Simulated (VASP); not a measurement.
```yaml
crystal:
  lattice:
    - [0.00000, 2.61049, 2.61049]
    - [2.61049, 0.00000, 2.61049]
    - [2.61049, 2.61049, 0.00000]
  atoms:
    - { symbol: Sr, position: [0.00000, 0.00000, 0.00000] }
    - { symbol: O, position: [0.50000, 0.50000, 0.50000] }
```

All values below come from r2SCAN meta-GGA, VASP's PBE PAW potentials (set 64) (plane waves; VASP). Numerical set-up: 600 eV cut-off, 8×8×8 Γ-centred mesh, Gaussian smearing of 0.050 eV, potentials Sr_sv O.

Problem. Give the stress tensor in GPa (positive for a compressed cell).

Solution. 
```
-2.69   0.00   0.00
 0.00  -2.69   0.00
 0.00   0.00  -2.69
```
The pressure is its mean diagonal, -2.69 GPa.

The compound is SrO in the rock salt structure. This cell was strained or had an atom moved on purpose.
